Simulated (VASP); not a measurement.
An input for Quantum ESPRESSO's pw.x (written as the equivalent of a VASP run, and not itself run):

```
&CONTROL
  calculation = 'vc-relax'
  pseudo_dir = './pseudo'
  outdir = './out'
  tprnfor = .true.
  tstress = .true.
  nstep = 40
  forc_conv_thr = 0.00078
/
&SYSTEM
  ibrav = 0
  nat = 4
  ntyp = 2
  ecutwfc = 102
  occupations = 'smearing'
  smearing = 'gaussian'
  degauss = 0.003675
  input_dft = 'pbesol'
/
&ELECTRONS
  conv_thr = 7.3e-08
  electron_maxstep = 100
/
&IONS
/
&CELL
/
ATOMIC_SPECIES
  Cd 112.414 Cd.upf
  S 32.060 S.upf
CELL_PARAMETERS angstrom
     2.0629527   -3.5731388    0.0000000
     2.0629527    3.5731388   -0.0000000
    -0.0000000   -0.0000000    6.7034208
ATOMIC_POSITIONS crystal
  Cd   0.6666670  0.3333330  0.5000177
  Cd   0.3333330  0.6666670  0.0000177
  S    0.6666670  0.3333330  0.8769823
  S    0.3333330  0.6666670  0.3769823
K_POINTS automatic
  6 6 4 0 0 0
```

### Question
Translate this input to VASP (INCAR, KPOINTS, POSCAR, choice of POTCAR).

### Answer
This is not unique; one that fits is 
File POSCAR:
```
CdS
1.0
  2.0629527340  -3.5731387789   0.0000000000
  2.0629527340   3.5731387789   0.0000000000
  0.0000000000   0.0000000000   6.7034207650
Cd S
2 2
direct
  0.6666670000   0.3333330000   0.5000177328
  0.3333330000   0.6666670000   0.0000177328
  0.6666670000   0.3333330000   0.8769822672
  0.3333330000   0.6666670000   0.3769822672
```

KPOINTS:
```
Automatic mesh
0
Gamma
6 6 4
0 0 0
```

**INCAR**
```
# general
SYSTEM =CdS
PREC   =Accurate
ENCUT  =500
LREAL  =.FALSE.
LASPH  =.TRUE.   # aspherical one-centre terms

# electronic loop
EDIFF  =1E-6   # SCF stop (eV)
NELM   =100
ALGO   =Normal   # blocked Davidson
LMAXMIX=4

# smearing
ISMEAR =0
SIGMA  =0.05   # width (eV)

# functional
GGA    =PS

# ions
IBRION =2   # conjugate gradients
NSW    =40   # most ionic steps
ISIF   =3   # ions, shape and volume
EDIFFG =-0.02   # ionic stop

# output
LWAVE  =.FALSE.
LCHARG =.FALSE.
```

POTCAR, in this order: Cd S (PBE.64 set). Program: vasp_std.

Limits of the translation: the potentials are each code's own (VASP's PAW set, PseudoDojo norm-conserving files in pw.x), so ENCUT and ecutwfc are chosen apart and not converted; conv_thr bounds pw.x's estimated SCF error, while EDIFF bounds the energy change between steps; forc_conv_thr acts on force components and is met together with etot_conv_thr.

The compound is CdS in the wurtzite structure. This run relaxes it. Symmetry was kept, so distortions that lower it aren't found.
